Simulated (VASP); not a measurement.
Energy against volume of BaF$_{2}$ (fluorite). Level of theory: RPBE GGA, VASP's PBE PAW potentials (set 64) (plane waves; VASP).

```tsv
V (Å³/atom)	E (eV/atom)
20.474	-5.45346
21.128	-5.46377
21.781	-5.46741
22.435	-5.46548
23.088	-5.45886
```

Problem. Fit a third-order Birch-Murnaghan equation of state.

Solution. 
The volume per atom comes out as 21.86 Å³/atom and the bulk modulus is 44.7 GPa. The pressure derivative of the bulk modulus is 4.92 and the lattice constant a is 6.402 Å.

Measured: bulk modulus 57.0 GPa (computed value off by -21.6 %), as given by On the Morphology of Group II Metal Fluoride Nanocrystals at Finite Temperature and Partial Pressure of HF, PMC6154342. The calculation is for a static lattice, while the measured bulk modulus holds thermal and zero-point effects, which are part of the difference.

The compound is BaF2 in the fluorite structure. It was relaxed first, which changed the volume by +10 %.
